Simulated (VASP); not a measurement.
Output of a VASP run:

**OSZICAR**
```
       N       E                     dE             d eps       ncg     rms          rms(c)
DAV:   1     0.187717663937E+02    0.18772E+02   -0.44000E+03  1312   0.806E+02
DAV:   2    -0.170480209419E+02   -0.35820E+02   -0.35559E+02  1451   0.159E+02
DAV:   3    -0.187756906244E+02   -0.17277E+01   -0.17151E+01  2134   0.276E+01
DAV:   4    -0.188098516353E+02   -0.34161E-01   -0.34131E-01  1892   0.386E+00
DAV:   5    -0.188107200671E+02   -0.86843E-03   -0.86788E-03  2103   0.337E-01    0.731E+00
DAV:   6    -0.148939347175E+02    0.39168E+01   -0.32838E+00  1363   0.941E+00    0.662E+00
DAV:   7    -0.149699719209E+02   -0.76037E-01   -0.54267E-01  1586   0.619E+00    0.591E+00
DAV:   8    -0.160112207095E+02   -0.10412E+01   -0.58609E-01  1416   0.598E+00    0.325E+00
DAV:   9    -0.150690904436E+02    0.94213E+00   -0.78643E-01  1393   0.564E+00    0.414E-01
DAV:  10    -0.149272450105E+02    0.14185E+00   -0.80145E-02  1470   0.290E+00    0.310E-01
DAV:  11    -0.149769982410E+02   -0.49753E-01   -0.14650E-02  1383   0.121E+00    0.256E-01
DAV:  12    -0.151181458281E+02   -0.14115E+00   -0.61239E-02  1348   0.228E+00    0.332E-01
DAV:  13    -0.151163906222E+02    0.17552E-02   -0.13874E-03  2058   0.262E-01    0.251E-01
DAV:  14    -0.151141829397E+02    0.22077E-02   -0.10655E-04  1643   0.950E-02    0.222E-01
DAV:  15    -0.150966007497E+02    0.17582E-01   -0.97784E-03  1305   0.109E+00    0.249E-01
DAV:  16    -0.150957182545E+02    0.88250E-03   -0.21485E-03  1636   0.516E-01    0.390E-01
DAV:  17    -0.150958071758E+02   -0.88921E-04   -0.91104E-05  2068   0.418E-02    0.393E-01
DAV:  18    -0.150975266948E+02   -0.17195E-02   -0.36052E-04  1412   0.118E-01    0.385E-01
DAV:  19    -0.151008701243E+02   -0.33434E-02   -0.86046E-04  1311   0.251E-01    0.572E-01
DAV:  20    -0.151006029961E+02    0.26713E-03   -0.16939E-04  1707   0.158E-01    0.439E-01
DAV:  21    -0.150991903172E+02    0.14127E-02   -0.46424E-04  1313   0.204E-01    0.200E-01
DAV:  22    -0.150991666018E+02    0.23715E-04   -0.12646E-03  1305   0.371E-01    0.190E-01
DAV:  23    -0.150966210812E+02    0.25455E-02   -0.80819E-04  1309   0.200E-01    0.137E-01
DAV:  24    -0.150945591805E+02    0.20619E-02   -0.86651E-04  1306   0.164E-01    0.142E-01
DAV:  25    -0.150942556539E+02    0.30353E-03   -0.10746E-04  1820   0.119E-01    0.175E-01
DAV:  26    -0.150940293149E+02    0.22634E-03   -0.11260E-04  1306   0.853E-02    0.137E-01
DAV:  27    -0.150939588474E+02    0.70468E-04   -0.34153E-05  1386   0.621E-02    0.111E-01
DAV:  28    -0.150939182347E+02    0.40613E-04   -0.28864E-05  1312   0.513E-02    0.823E-02
DAV:  29    -0.150939348071E+02   -0.16572E-04   -0.21707E-05  1632   0.498E-02    0.561E-02
DAV:  30    -0.150939474078E+02   -0.12601E-04   -0.17301E-05  1311   0.439E-02    0.345E-02
DAV:  31    -0.150939575912E+02   -0.10183E-04   -0.55926E-06   668   0.291E-02    0.222E-02
DAV:  32    -0.150939754047E+02   -0.17814E-04   -0.58209E-06   671   0.233E-02    0.155E-02
DAV:  33    -0.150939741213E+02    0.12834E-05   -0.22169E-06   666   0.151E-02
   1 F= -.15093974E+02 E0= -.15093380E+02  d E =-.150940E+02
```

### OUTCAR
```
------------------------ aborting loop because EDIFF is reached ----------------------------------------
  FORCE on cell =-STRESS in cart. coord.  units (eV):
  Direction    XX          YY          ZZ          XY          YZ          ZX
  --------------------------------------------------------------------------------------
  Total        0.0068841      0.0068841      0.0068841     -0.0000000     -0.0000000     -0.0000000
  in kB        0.1949347      0.1949347      0.1949347     -0.0000000     -0.0000000     -0.0000000
  external PRESSURE =       0.1949347 kB  Pullay stress =       0.0000000 kB
  volume of cell :       56.58
      direct lattice vectors                 reciprocal lattice vectors
     0.000000000  3.047046997  3.047046997    -0.164093301  0.164093301  0.164093301
     3.047046997  0.000000000  3.047046997     0.164093301 -0.164093301  0.164093301
     3.047046997  3.047046997  0.000000000     0.164093301  0.164093301 -0.164093301
 POSITION                                       TOTAL-FORCE (eV/Angst)
 -----------------------------------------------------------------------------------
      0.00000      0.00000      0.00000         0.000000     -0.000000      0.000000
 -----------------------------------------------------------------------------------
    total drift:                                0.000000      0.000000     -0.000000
  FREE ENERGIE OF THE ION-ELECTRON SYSTEM (eV)
  ---------------------------------------------------
  free  energy   TOTEN  =       -15.0939741213 eV

  energy  without entropy=      -15.0921908513  energy(sigma->0) =      -15.09337970

 reached required accuracy - stopping structural energy minimisation
```
(Selected blocks of OUTCAR.)

**POSCAR**
```
Sr
1
   -0.0000000000     3.0470469965     3.0470469965
    3.0470469965    -0.0000000000     3.0470469965
    3.0470469965     3.0470469965    -0.0000000000
Sr
1
Direct
  0.0000000000   0.0000000000   0.0000000000
```

Reconstruct the remaining input files.

Several could match; the one computed here: the input of the run itself, r2SCAN meta-GGA, plane waves, VASP's PBE PAW potentials (set 64).

File KPOINTS:
```
Automatic mesh
0
Gamma
12 12 12
0 0 0
```

### INCAR
```
SYSTEM  =  Sr
PREC  =  Normal; ENCUT  =  400; LREAL  =  .FALSE.
LASPH  =  .TRUE.
EDIFF  =  1E-5; NELM  =  100; NELMIN  =  4
ALGO  =  Normal; LMAXMIX  =  4; LMIXTAU  =  .TRUE.
ISMEAR  =  1; SIGMA  =  0.1
METAGGA  =  R2SCAN
IBRION  =  2; NSW  =  20; ISIF  =  2
EDIFFG  =  -0.03
LWAVE  =  .FALSE.; LCHARG  =  .FALSE.
```

POTCAR, in this order: Sr_sv (PBE.64 set). Program: vasp_std.

The compound is Sr in the fcc structure. It was relaxed first.
